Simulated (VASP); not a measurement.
Consider the following.

```
Al2Pt
1.0
    0.00000     2.96073     2.96073
    2.96073     0.00000     2.96073
    2.96073     2.96073     0.00000
Al Pt
2 1
Direct
  0.25000   0.25000   0.25000
  0.75000   0.75000   0.75000
  0.00000   0.00000   0.00000
```

Method: optB86b-vdW, VASP's PBE PAW potentials (set 64) (plane waves; VASP). Numerical set-up: 520 eV cut-off, 10×10×10 Γ-centred mesh, tetrahedra with Blöchl corrections, potentials Al Pt.

Unless said otherwise, spin-orbit coupling is left out, though it shifts the bands of the heavy elements here.

Task: Predict the energy per atom (σ→0), band gap (on the k-mesh) with the smallest direct gap where there is one.

Result: 
band gap (on the k-mesh): none (metal, semimetal or under 0.01 eV)
energy per atom (σ→0): -3.828 eV/atom

The absolute energy has meaning only against runs of the same code, potentials and settings.

The compound is PtAl2 in the fluorite structure. It was relaxed first.
